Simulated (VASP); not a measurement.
Input:

```xyz
63
Lattice="11.5674 0.0000 0.0000 0.0000 11.5674 0.0000 0.0000 0.0000 11.5674" Properties=species:S:1:pos:R:3 pbc="T T T"
Ge     5.7646     0.0125     0.0083
Ge     7.2365     1.4685     1.4704
Ge     8.6678     2.9003     0.0088
Ge    10.0924     4.3330     1.4750
Ge     8.6690     0.0033     2.8955
Ge    10.0909     1.4719     4.3280
Ge     0.0012    11.5649    11.5618
Ge     1.4276     1.4480     1.4453
Ge     2.8908     2.8732     0.0063
Ge     4.3641     4.3377     1.4597
Ge     5.7917     5.7756     0.0039
Ge     7.2245     7.2033     1.4631
Ge     8.6924     8.6712     0.0073
Ge    10.1226    10.1333     1.4426
Ge     2.8895     0.0118     2.8731
Ge     4.3635     1.4603     4.3410
Ge     5.8493     2.9689     2.9707
Ge     8.5874     5.7157     2.9773
Ge    10.1019     7.2027     4.3409
Ge     5.7906     0.0013     5.7759
Ge     7.2244     1.4640     7.1988
Ge     8.5866     2.9770     5.7080
Ge    10.1010     4.3396     7.1966
Ge     8.6921     0.0144     8.6726
Ge    10.1194     1.4482    10.1365
Ge    11.5519     5.8012     0.0117
Ge     1.4505     7.2294     1.4430
Ge     2.8840     8.6821    11.5663
Ge     4.3337    10.1185     1.4426
Ge    11.5580     2.9004     2.8995
Ge     1.4529     4.3325     4.3318
Ge     2.8858     5.7751     2.8801
Ge     4.3084     7.2578     4.2890
Ge     5.7873     8.6844     2.8813
Ge     7.2342    10.1148     4.3316
Ge    11.5526     0.0146     5.7998
Ge     1.4495     1.4455     7.2287
Ge     2.8865     2.8838     5.7761
Ge     4.3095     4.2924     7.2573
Ge     7.2768     7.2589     7.2555
Ge     8.6856     8.6848     5.7771
Ge    10.1222    10.1191     7.2312
Ge     2.8825    11.5669     8.6787
Ge     4.3343     1.4441    10.1117
Ge     5.7898     2.8840     8.6809
Ge     7.2346     4.3317    10.1157
Ge     8.6826     5.7747     8.6788
Ge    10.1208     7.2284    10.1115
Ge    11.5563     8.6713     2.8726
Ge     1.4322    10.1315     4.3328
Ge    11.5617     5.7750     5.7732
Ge     1.4203     7.2253     7.2264
Ge     2.8721     8.6892     5.8168
Ge     4.3386    10.1412     7.2258
Ge    11.5529     2.8741     8.6700
Ge     1.4317     4.3337    10.1296
Ge     2.8732     5.8188     8.6923
Ge     4.3396     7.2259    10.1454
Ge     5.7470     8.6899     8.6915
Ge     7.2336    10.1313    10.1292
Ge    11.5657     8.6822     8.6816
Ge     1.4463    10.1199    10.1190
Sb     6.0303     5.5387     5.5355
```
Cell charge -2.

Method: PBE GGA, VASP's PBE PAW potentials (set 64) (plane waves; VASP 6.6.1). Settings: PREC = Normal, LREAL = Auto, ISYM = 0, NELECT = 255.0, 400 eV cut-off, 1×1×1 Γ-centred mesh, Gaussian smearing of 0.050 eV, potentials Ge Sb. Starting moments (MAGMOM): 63*0.0159. The cell's moment is fixed (NUPDOWN = 1).

The cell is charged, with a uniform compensating background.  The supercell is sampled at Γ alone, which is coarse: total energies, pressure and levels can be off, energies of defects by several tenths of an eV.

Q: Predict the cell moment, energy per atom (σ→0), pressure.

A: 
- cell moment = 1.00 μB
- energy per atom (σ→0) = -4.244 eV/atom
- pressure = 3.62 GPa

Only differences to runs with the same potentials and settings are physical.

The cell is a supercell with a defect, built from Ge (diamond): Sb_Ge-vac_Ge, charge -2.
